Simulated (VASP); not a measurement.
Set up this calculation in VASP 6.6.1, as the native input.

```yaml
Task: relaxation of cell and atoms
Functional: PBE
Dispersion: D3(BJ)
Potentials_or_basis: VASP PAW PBE potentials, release 64 (Pd)
Cutoff: 600 eV
k_mesh: 18 × 18 × 18
Occupations: gaussian, width 0.1 eV
Spin: no spin polarisation
Further_INCAR_settings: ALGO = Normal; EDIFF = 1e-07; IBRION = 2; EDIFFG = -0.005; NSW = 90; ISIF = 3
```

The structure of Pd lies in POSCAR:

```
Pd
1.0
    0.0000000000      1.9586507900      1.9586507900
    1.9586507900      0.0000000000      1.9586507900
    1.9586507900      1.9586507900      0.0000000000
Pd
1
Direct
    0.0000000000      0.0000000000      0.0000000000
```

The input as run:

INCAR

```
ALGO = Normal ; EDIFF = 1E-7
EDIFFG = -0.005 ; ENCUT = 600
GGA = PE ; IBRION = 2
ISIF = 3 ; ISMEAR = 0
IVDW = 12 ; LASPH = True
LCHARG = False ; LREAL = False
LWAVE = False ; NELM = 60
NSW = 90 ; PREC = Accurate
SIGMA = 0.1
```

KPOINTS

```
k-points
0
Gamma
  18 18 18
```

Potentials or basis: VASP PAW PBE potentials, release 64 (Pd).

Run with:

```bash
$ cat potpaw_PBE.64/Pd/POTCAR > POTCAR
$ mpirun -np 1 vasp_std > vasp.out
```

It gave:

```yaml
Relaxed_volume: 14.68 Å³/atom
Relaxed_cell: a = 2.749 Å, b = 2.749 Å, c = 2.749 Å, α = 60.00°, β = 60.00°, γ = 60.00°
Space_group_after_relaxing_to_0.05_Å: Fm-3m (No. 225)
Energy_gained_by_relaxing: 4.8 meV/atom
Ionic_steps: 3
Pressure_after_relaxing: 0.0 GPa
Band_gap_on_the_k_mesh: none (metal or under the smearing width)
Dispersion_energy_per_atom: -0.671 eV
```

Caveat: pairwise dispersion overbinds metals, which lowers pressure and volume.

It took 46 s on 1 thread of Intel(R) Xeon(R) 6975P-C (Granite Rapids), with other jobs on the host, peak memory 0.17 GiB.
